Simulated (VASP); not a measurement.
# KI (relaxed from the rock salt structure, space group Fm-3m): computed properties

These are PBEsol GGA, VASP's PBE PAW potentials (set 64) (plane waves; VASP) values and carry that method's errors.

```
Item                                                                             Value
---------------------------------------------  ---------------------------------------
space group                                                                Fm-3m (225)
cell                                           a = b = c = 7.015 Å, α = β = γ = 90.00°
volume per atom                                                         43.15 Å^3/atom
band gap (over mesh and band path)                                             3.86 eV
smallest direct gap (over mesh and band path)                                  3.86 eV
band-edge character                                                     direct, Γ to Γ
density                                                                     3.19 g/cm³
```

```cif
data_I4K4
_chemical_formula_sum 'K4 I4'
_space_group_name_H-M_alt 'Fm-3m'
_space_group_IT_number 225
_space_group_name_Hall '-F 4 2 3'
_cell_length_a 7.01516
_cell_length_b 7.01516
_cell_length_c 7.01516
_cell_angle_alpha 90.000
_cell_angle_beta 90.000
_cell_angle_gamma 90.000
loop_
_atom_site_label
_atom_site_type_symbol
_atom_site_symmetry_multiplicity
_atom_site_Wyckoff_symbol
_atom_site_fract_x
_atom_site_fract_y
_atom_site_fract_z
_atom_site_occupancy
K1 K 4 a 0.00000 0.00000 0.00000 1
I1 I 4 b 0.50000 0.50000 0.50000 1
```
(The calculation used a cell of 2 atoms; values per cell refer to that cell.)

Unless said otherwise, spin-orbit coupling is left out, though it shifts the bands of the heavy elements here.

The structure was generated: KI was put into the rock salt type (Fm-3m), which need not be its known phase. It was relaxed first, which changed the volume by -14 %. Symmetry was kept, so distortions that lower it aren't found.
